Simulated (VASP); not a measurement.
An input for Quantum ESPRESSO's pw.x (written as the equivalent of a VASP run, and not itself run):

```
&CONTROL
  calculation = 'vc-relax'
  pseudo_dir = './pseudo'
  outdir = './out'
  tprnfor = .true.
  tstress = .true.
  nstep = 40
  forc_conv_thr = 0.00078
/
&SYSTEM
  ibrav = 0
  nat = 2
  ntyp = 2
  ecutwfc = 92
  occupations = 'smearing'
  smearing = 'gaussian'
  degauss = 0.003675
  input_dft = 'pbe'
/
&ELECTRONS
  conv_thr = 7.3e-08
  electron_maxstep = 100
/
&IONS
/
&CELL
  press = 50
/
ATOMIC_SPECIES
  Cu 63.546 Cu.upf
  Cl 35.450 Cl.upf
CELL_PARAMETERS angstrom
     0.0000000    2.7127354    2.7127354
     2.7127354    0.0000000    2.7127354
     2.7127354    2.7127354    0.0000000
ATOMIC_POSITIONS crystal
  Cu   0.0000000  0.0000000  0.0000000
  Cl   0.2500000  0.2500000  0.2500000
K_POINTS automatic
  8 8 8 0 0 0
```

Question: Translate this input to VASP (INCAR, KPOINTS, POSCAR, choice of POTCAR).

Answer: This is not unique; one that fits is 
**POSCAR**
```
CuCl
1.0
  0.0000000000   2.7127353779   2.7127353779
  2.7127353779   0.0000000000   2.7127353779
  2.7127353779   2.7127353779   0.0000000000
Cu Cl
1 1
Cartesian
  0.0000000000   0.0000000000   0.0000000000
  1.3563676890   1.3563676890   1.3563676890
```

File KPOINTS:
```
Automatic mesh
0
Gamma
8 8 8
0 0 0
```

INCAR:
```
SYSTEM = CuCl
PREC = Accurate
ENCUT = 500
EDIFF = 1E-6
NELM = 100
ALGO = Normal
LREAL = .FALSE.
LASPH = .TRUE.
ISMEAR = 0
SIGMA = 0.05
GGA = PE
LMAXMIX = 4
LWAVE = .FALSE.
LCHARG = .FALSE.
IBRION = 2
ISIF = 3
NSW = 40
EDIFFG = -0.02
PSTRESS = 50
```

POTCAR, in this order: Cu Cl (PBE.64 set). Program: vasp_std.

What does not carry over: the potentials are each code's own (VASP's PAW set, PseudoDojo norm-conserving files in pw.x), so ENCUT and ecutwfc are chosen apart and not converted; conv_thr bounds pw.x's estimated SCF error, while EDIFF bounds the energy change between steps; forc_conv_thr acts on force components and is met together with etot_conv_thr.

The compound is CuCl in the zinc blende structure. This run relaxes it under an external pressure of 5 GPa. Symmetry was kept, so distortions that lower it aren't found.
